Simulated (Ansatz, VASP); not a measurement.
# Al2Pt: VASP beside Ansatz, part 2 of 2

Aim: how closely do two programs agree when they are given the same cell, functional and k mesh? The cell is taken from a series of VASP runs on this material, whose earlier steps may have relaxed, scaled or displaced it; both programs get it as it stands.

VASP 6.6.1 and Ansatz 0.2.0.

So far: Starting point; Ansatz: zone-centre phonons, revPBE.

## (3) VASP: zone-centre phonons, revPBE

Level of this step: revPBE; plane waves and PAW (Pt, Al) (VASP).

The same cell, functional, mesh and smearing now go to VASP, with its own data sets and cutoff.

Lines of VASP's logs that name or quote its potential files are left out, and so is its time.

INCAR reads:

```
SYSTEM = Al2Pt
PREC = Accurate
ENCUT = 400
EDIFF = 1E-08
NELM = 100
ISMEAR = 1
SIGMA = 0.2
LREAL = .FALSE.
ALGO = Normal
GGA = RE
NBANDS = 14
LORBIT = 11
LWAVE = .FALSE.
LCHARG = .FALSE.
IBRION = 8
ISIF = 2
```

POSCAR reads:

```
Al2Pt
1.0
    0.0000000000      2.9842601857      2.9842601857
    2.9842601857      0.0000000000      2.9842601857
    2.9842601857      2.9842601857      0.0000000000
Pt Al
1 2
Direct
    0.0000000000      0.0000000000      0.0000000000
    0.7500000000      0.7500000000      0.7500000000
    0.2500000000      0.2500000000      0.2500000000
```

KPOINTS reads:

```
Automatic mesh
0
Gamma
11 11 11
0 0 0
```

PAW data sets: Pt and Al (PBE family, release 64).

Launch:

```bash
$ mpirun -np 1 vasp_std
```

Numbers of over 12 decimals in the logs are rounded to 6 here.

What it wrote:

```text
[banner, memory and clock lines left out]
running    1 mpi-ranks, on    1 nodes
 distrk:  each k-point on    1 cores,    1 groups
 distr:  one band on    1 cores,    1 groups

 POSCAR found type information on POSCAR PtAl
 POSCAR found :  2 types and       3 ions
|                                                                             |
|               ----> ADVICE to this user running VASP <----                  |
|                                                                             |
|     You enforced a specific xc type in the INCAR file but a different       |
|     [... a line on the potential file left out ...]
|     I HOPE YOU KNOW WHAT YOU ARE DOING!                                     |
|                                                                             |

 LDA part: xc-table for (Slater+PW92), standard interpolation
 POSCAR, INCAR and KPOINTS ok, starting setup
 FFT: planning ... GRIDC
 FFT: planning ... GRID_SOFT
 FFT: planning ... GRID
 WAVECAR not read
 entering main loop
       N       E                     dE             d eps       ncg     rms          rms(c)
DAV:   1     0.408555836375E+02    0.40856E+02   -0.57172E+03  1624   0.774E+02
DAV:   2    -0.144352175341E+02   -0.55291E+02   -0.48528E+02  1866   0.153E+02
DAV:   3    -0.158210361786E+02   -0.13858E+01   -0.13746E+01  2018   0.234E+01
DAV:   4    -0.158323121048E+02   -0.11276E-01   -0.11275E-01  1826   0.250E+00
DAV:   5    -0.158325004158E+02   -0.18831E-03   -0.18831E-03  2016   0.338E-01    0.811E+00
DAV:   6    -0.154344463039E+02    0.39805E+00   -0.19031E+00  1796   0.127E+01    0.244E+00
DAV:   7    -0.153629637278E+02    0.71483E-01   -0.15587E-01  1742   0.375E+00    0.169E+00
DAV:   8    -0.153378651908E+02    0.25099E-01   -0.29680E-02  1814   0.156E+00    0.259E-01
DAV:   9    -0.153380880017E+02   -0.22281E-03   -0.15463E-03  1910   0.351E-01    0.163E-01
DAV:  10    -0.153383341720E+02   -0.24617E-03   -0.41289E-04  1712   0.140E-01    0.182E-02
DAV:  11    -0.153383365352E+02   -0.23631E-05   -0.15411E-05  1982   0.367E-02    0.900E-03
DAV:  12    -0.153383426840E+02   -0.61489E-05   -0.14032E-05  1694   0.232E-02    0.223E-03
DAV:  13    -0.153383426969E+02   -0.12901E-07   -0.31836E-07  1996   0.495E-03    0.698E-04
DAV:  14    -0.153383427920E+02   -0.95050E-07   -0.52342E-08  1760   0.141E-03    0.154E-04
DAV:  15    -0.153383427995E+02   -0.75289E-08   -0.66017E-10  1282   0.193E-04
   1 F= -.15338343E+02 E0= -.15338289E+02  d E =-.162734E-03
 Linear response reoptimize wavefunctions to high precision
DAV:   1    -0.153383427994E+02    0.97543E-10   -0.15511E-10  1300   0.962E-05
 Linear response DOF=           2
 Linear response progress:
  Degree of freedom:   1/  2
       N       E                     dE             d eps       ncg     rms          rms(c)
RMM:   1    -0.256923500880E+00   -0.25692E+00   -0.25707E-01  5979   0.342E+00
RMM:   2    -0.255930665399E+00    0.99284E-03   -0.41119E-03  5368   0.442E-01    0.146E-01
RMM:   3    -0.256062449790E+00   -0.13178E-03   -0.21798E-04  6007   0.106E-01    0.820E-02
RMM:   4    -0.256808011037E+00   -0.74556E-03   -0.46341E-04  5886   0.130E-01    0.138E-02
RMM:   5    -0.256583269210E+00    0.22474E-03   -0.73198E-05  5796   0.507E-02    0.117E-02
RMM:   6    -0.256708346075E+00   -0.12508E-03   -0.29541E-05  5831   0.318E-02    0.504E-03
RMM:   7    -0.256614067668E+00    0.94278E-04   -0.59601E-07  6060   0.593E-03    0.947E-04
RMM:   8    -0.256607614055E+00    0.64536E-05   -0.18073E-07  6077   0.232E-03    0.103E-04
RMM:   9    -0.256608213368E+00   -0.59931E-06   -0.52559E-09  6278   0.397E-04    0.519E-05
RMM:  10    -0.256608265656E+00   -0.52288E-07   -0.24693E-09  6200   0.121E-04    0.758E-06
RMM:  11    -0.256608253845E+00    0.11811E-07   -0.40063E-09  6353   0.480E-05    0.495E-06
RMM:  12    -0.256608360345E+00   -0.10650E-06   -0.19929E-09  6328   0.387E-05    0.193E-06
RMM:  13    -0.256608371420E+00   -0.11075E-07   -0.61470E-09  6194   0.317E-05    0.125E-06
RMM:  14    -0.256608349259E+00    0.22161E-07   -0.44745E-09  5523   0.299E-05    0.610E-08
 first order change of Fermi-energy   0.31329E-03
 force on displaced ion       1 direction 1 :  -7.846   0.000   0.000
 Linear response progress:
  Degree of freedom:   2/  2
       N       E                     dE             d eps       ncg     rms          rms(c)
RMM:   1    -0.673130487471E-02   -0.67313E-02    0.13373E-02 15346   0.600E-01
RMM:   2    -0.687060243152E-02   -0.13930E-03   -0.26775E-04  9399   0.105E-01    0.710E-02
RMM:   3    -0.686657781214E-02    0.40246E-05   -0.12762E-04  9717   0.593E-02    0.370E-02
RMM:   4    -0.693538965995E-02   -0.68812E-04   -0.54322E-05  9652   0.381E-02    0.998E-03
RMM:   5    -0.693631193429E-02   -0.92227E-06   -0.30783E-06  9835   0.115E-02    0.152E-03
RMM:   6    -0.693502156733E-02    0.12904E-05   -0.23250E-07 10039   0.258E-03    0.396E-04
RMM:   7    -0.693348340928E-02    0.15382E-05   -0.94643E-09 10137   0.674E-04    0.158E-04
RMM:   8    -0.693351795444E-02   -0.34545E-07    0.29809E-10 10206   0.196E-04    0.360E-05
RMM:   9    -0.693353715214E-02   -0.19198E-07   -0.84699E-09 10472   0.499E-05    0.125E-05
RMM:  10    -0.693355793949E-02   -0.20787E-07   -0.17569E-09 10255   0.237E-05    0.188E-06
RMM:  11    -0.693355377211E-02    0.41674E-08   -0.19378E-09 10207   0.695E-06    0.120E-06
 first order change of Fermi-energy   0.64579E-05
 force on displaced ion       2 direction 1 :  -5.867  -0.000  -0.000
 Linear response finished
```

From OUTCAR (step 3):

```text
ion  position               nearest neighbor table
   1  0.000  0.000  0.000-   2 2.58   2 2.58   2 2.58   2 2.58   3 2.58   3 2.58   3 2.58   3 2.58

  LATTYP: Found a face centered cubic cell.
 ALAT       =     5.9685203714

 Subroutine GETGRP returns: Found 48 space group operations
 (whereof 48 operations were pure point group operations)

The static configuration has the point symmetry O_h .

 Found     56 irreducible k-points:

   k-points           NKPTS =     56   k-points in BZ     NKDIM =     56   number of bands    NBANDS=     14

   dimension x,y,z NGX =    28 NGY =   28 NGZ =   28
   dimension x,y,z NGXF=    56 NGYF=   56 NGZF=   56

   ENCUT  =  400.0 eV  29.40 Ry    5.42 a.u.   6.88  6.88  6.88*2*pi/ulx,y,z

   NELECT =      16.0000    total number of electrons

 k-points in reciprocal lattice and weights: Automatic mesh
   0.00000000  0.00000000  0.00000000       0.001
   0.09090909  0.00000000  0.00000000       0.006
   0.18181818  0.00000000  0.00000000       0.006
   0.27272727  0.00000000  0.00000000       0.006
   0.36363636  0.00000000  0.00000000       0.006
   0.45454545  0.00000000  0.00000000       0.006
   0.09090909  0.09090909  0.00000000       0.005
   0.18181818  0.09090909  0.00000000       0.018
   0.27272727  0.09090909  0.00000000       0.018
[...]
-0.36363636  0.45454545  0.18181818       0.018
  -0.27272727  0.45454545  0.18181818       0.018

 average (electrostatic) potential at core
       1 -66.8786       2 -72.9505       3 -72.9505

  Total       -0.0097406     -0.0097406     -0.0097406      0.0000000      0.0000000      0.0000000
  in kB       -0.2936013     -0.2936013     -0.2936013      0.0000000      0.0000000      0.0000000
  external PRESSURE =      -0.2936013 kB  Pullay stress =       0.0000000 kB

  energy-cutoff  :      400.00
  volume of cell :       53.15
      direct lattice vectors                 reciprocal lattice vectors
     0.000000000  2.984260186  2.984260186    -0.167545713  0.167545713  0.167545713
     2.984260186  0.000000000  2.984260186     0.167545713 -0.167545713  0.167545713
     2.984260186  2.984260186  0.000000000     0.167545713  0.167545713 -0.167545713

 POSITION                                       TOTAL-FORCE (eV/Angst)
 -----------------------------------------------------------------------------------
      0.00000      0.00000      0.00000         0.000000      0.000000      0.000000
      4.47639      4.47639      4.47639         0.000000      0.000000      0.000000
      1.49213      1.49213      1.49213        -0.000000     -0.000000     -0.000000
 -----------------------------------------------------------------------------------
    total drift:                               -0.000000     -0.000000      0.000000

 Eigenvectors and eigenvalues of the dynamical matrix
 ----------------------------------------------------

   1 f  =    8.407331 THz    52.824817 2PiTHz  280.438369 cm-1    34.769911 meV
             X         Y         Z           dx          dy          dz
      0.000000  0.000000  0.000000     0.000000   -0.000000   -0.000000
      4.476390  4.476390  4.476390     0.006968   -0.039117    0.705990
      1.492130  1.492130  1.492130    -0.006968    0.039117   -0.705990

   2 f  =    8.407331 THz    52.824817 2PiTHz  280.438369 cm-1    34.769911 meV
             X         Y         Z           dx          dy          dz
      0.000000  0.000000  0.000000     0.000000    0.000000    0.000000
      4.476390  4.476390  4.476390    -0.655751   -0.264430   -0.008180
      1.492130  1.492130  1.492130     0.655751    0.264430    0.008180

   3 f  =    8.407331 THz    52.824817 2PiTHz  280.438369 cm-1    34.769911 meV
             X         Y         Z           dx          dy          dz
      0.000000  0.000000  0.000000    -0.000000   -0.000000    0.000000
      4.476390  4.476390  4.476390     0.264465   -0.654635   -0.038882
      1.492130  1.492130  1.492130    -0.264465    0.654635    0.038882

   4 f  =    6.740832 THz    42.353898 2PiTHz  224.849958 cm-1    27.877829 meV
             X         Y         Z           dx          dy          dz
      0.000000  0.000000  0.000000    -0.411491   -0.207179   -0.063847
      4.476390  4.476390  4.476390     0.553810    0.278834    0.085929
      1.492130  1.492130  1.492130     0.553810    0.278834    0.085929

   5 f  =    6.740832 THz    42.353898 2PiTHz  224.849958 cm-1    27.877829 meV
             X         Y         Z           dx          dy          dz
      0.000000  0.000000  0.000000     0.126600   -0.118445   -0.431588
      4.476390  4.476390  4.476390    -0.170385    0.159411    0.580857
      1.492130  1.492130  1.492130    -0.170385    0.159411    0.580857

   6 f  =    6.740832 THz    42.353898 2PiTHz  224.849958 cm-1    27.877829 meV
             X         Y         Z           dx          dy          dz
      0.000000  0.000000  0.000000    -0.175988    0.399215   -0.161184
      4.476390  4.476390  4.476390     0.236856   -0.537288    0.216931
      1.492130  1.492130  1.492130     0.236856   -0.537288    0.216931

   7 f/i=    0.002895 THz     0.018192 2PiTHz    0.096577 cm-1     0.011974 meV
             X         Y         Z           dx          dy          dz
      0.000000  0.000000  0.000000    -0.357757   -0.808029   -0.052679
      4.476390  4.476390  4.476390    -0.132910   -0.300190   -0.019571
      1.492130  1.492130  1.492130    -0.132910   -0.300190   -0.019571

   8 f/i=    0.002895 THz     0.018192 2PiTHz    0.096577 cm-1     0.011974 meV
             X         Y         Z           dx          dy          dz
      0.000000  0.000000  0.000000    -0.808728    0.359436   -0.021005
      4.476390  4.476390  4.476390    -0.300450    0.133534   -0.007804
      1.492130  1.492130  1.492130    -0.300450    0.133534   -0.007804

   9 f/i=    0.002895 THz     0.018192 2PiTHz    0.096577 cm-1     0.011974 meV
             X         Y         Z           dx          dy          dz
      0.000000  0.000000  0.000000    -0.040562   -0.039636    0.883436
      4.476390  4.476390  4.476390    -0.015069   -0.014725    0.328205
      1.492130  1.492130  1.492130    -0.015069   -0.014725    0.328205

 ELASTIC MODULI CONTR FROM IONIC RELAXATION (kBar)
 Direction    XX          YY          ZZ          XY          YZ          ZX
 --------------------------------------------------------------------------------
 XX          -0.0000      0.0000     -0.0000      0.0000      0.0000     -0.0000
 YY           0.0000     -0.0000      0.0000     -0.0000     -0.0000      0.0000
 ZZ          -0.0000      0.0000     -0.0000      0.0000      0.0000     -0.0000
 XY           0.0000     -0.0000      0.0000   -386.0955     -0.0000      0.0000
 YZ           0.0000     -0.0000      0.0000     -0.0000   -386.0955      0.0000
 ZX          -0.0000      0.0000     -0.0000      0.0000      0.0000   -386.0955
 --------------------------------------------------------------------------------
```

## (4) Differences

Known differences besides the potentials themselves: the data sets hold 24 valence electrons in Ansatz (default PAW (the set named soft_2) files) and 16 in VASP; the cutoff is 420 eV in Ansatz and 400 eV in VASP; Ansatz makes its cores anew for this functional, VASP keeps those of its PBE data sets; VASP leaves aspherical gradient terms in its spheres out (LASPH is not set), Ansatz keeps them. Total energies have different zeros and are not compared.

The two programs side by side:

| quantity | Ansatz | VASP | difference |
| --- | --- | --- | --- |
| optical mode 1 to 3 (cm⁻¹) | 225.0 | 224.8 | +0.06 % |
| optical mode 4 to 6 (cm⁻¹) | 280.9 | 280.4 | +0.17 % |

Modes are paired by rising frequency and degeneracy, not by their patterns, so a pair may still set unlike modes beside each other.

## (5) Outcome

```json
{
 "r.m.s. difference of the optical zone-centre modes, each program's sorted by frequency (zone-centre phonons, revPBE)": "0.35 cm⁻¹"
}
```

In words: The r.m.s. difference of the optical zone-centre modes, each program's sorted by frequency is 0.35 cm⁻¹ (zone-centre phonons, revPBE). Such differences can come from data sets, numerical settings and the points named under the comparisons, not from the functional's error against experiment.

[Lines on the potential files, build, host, timing and source positions are cut from VASP's logs without a mark.]

[Logs are printed without paths, hosts, clocks, repeated set-up lines and the standing remarks that a program may print on its own settings, such as how far it seeks lower states.]

[Hosts, paths, dates, database ids (printed as entryN), source tags and the programs' standing remarks are cut or masked in the printed files.]
